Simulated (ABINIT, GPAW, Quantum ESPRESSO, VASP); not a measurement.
**Code comparison for Sn (I4_1/amd, 2 atoms in the cell)**

Self-consistent single point.

```
Sn
1.0
   -2.91500     2.91500     1.59000
    2.91500    -2.91500     1.59000
    2.91500     2.91500    -1.59000
Sn
2
Cartesian
  2.91500   0.00000   0.79500
  0.00000   0.00000   0.00000
```

All programs got the same cell, k-point mesh and kind of occupations (in Quantum ESPRESSO's words: occupations = smearing; smearing = gaussian; degauss = 0.0073499 Ry; K_POINTS = automatic 8 8 8 0 0 0); potentials, basis and cutoffs are each program's usual ones.

| code | model | pressure (GPa) | cutoff |
|---|---|---|---|
| Quantum ESPRESSO | PBE, GBRV 1.5 ultrasoft (PBE) pseudopotentials | 2.60 | 40 Ry |
| VASP | PBE, VASP's PBE PAW potentials (set 64) | 2.22 | 300 eV |
| GPAW | PBE, GPAW PAW datasets PBE (gpaw-data 1.0.1) | 2.28 | 550 eV |
| ABINIT | PBE, norm-conserving pseudopotentials (PseudoDojo nc-sr-05 PBE standard) | 2.63 | 36 Ha |

The spread over the programs that give each value: pressure within 0.41 GPa.

The starting cell has typed, rounded lattice constants, without a prior relaxation at this level.

Problem. Why do the programs differ, and what cannot be compared?

Solution. Differences of this kind can come from the potentials, where these differ, and from what each basis and cutoff leave unconverged. The zero of total energies and Fermi levels follows the potentials and each program's conventions, so they are not compared here.

VASP's run is marked for a possible Pulay error in its stress at this cutoff; no cutoff test was made.

Left out of this page: Ansatz, CP2K, Elk, FLEUR and SIESTA (not drawn, or without a comparable value).
